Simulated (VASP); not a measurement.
```
HfC
1.0
    0.00000     2.30680     2.30680
    2.30680     0.00000     2.30680
    2.30680     2.30680     0.00000
Hf C
1 1
Cartesian
  0.00000   0.00000   0.00000
  2.30680   2.30680   2.30680
```

Computed with SCAN meta-GGA, VASP's PBE PAW potentials (set 64) (plane waves; VASP). Numerical set-up: 520 eV cut-off, 15×15×15 Γ-centred mesh, tetrahedra with Blöchl corrections, potentials Hf_pv C.

Question: Give the energies of bands 5 to 10 at the high-symmetry points, in eV from the Fermi level.

Answer: 
| band | Γ | X | U | L | W |
|---|---|---|---|---|---|
| 5 | 1.01 | -2.74 | -3.73 | -6.55 | -3.28 |
| 6 | 1.01 | -1.81 | -2.88 | -3.28 | -2.86 |
| 7 | 1.01 | -0.14 | -1.83 | -3.28 | -2.86 |
| 8 | 1.54 | -0.14 | 1.72 | 5.69 | 3.96 |
| 9 | 1.54 | 5.53 | 6.17 | 5.69 | 3.96 |
| 10 | 1.54 | 7.17 | 6.62 | 6.22 | 7.18 |

It has no gap at this level: it comes out as a metal or semimetal.

The compound is HfC in the rock salt structure. It was relaxed first.
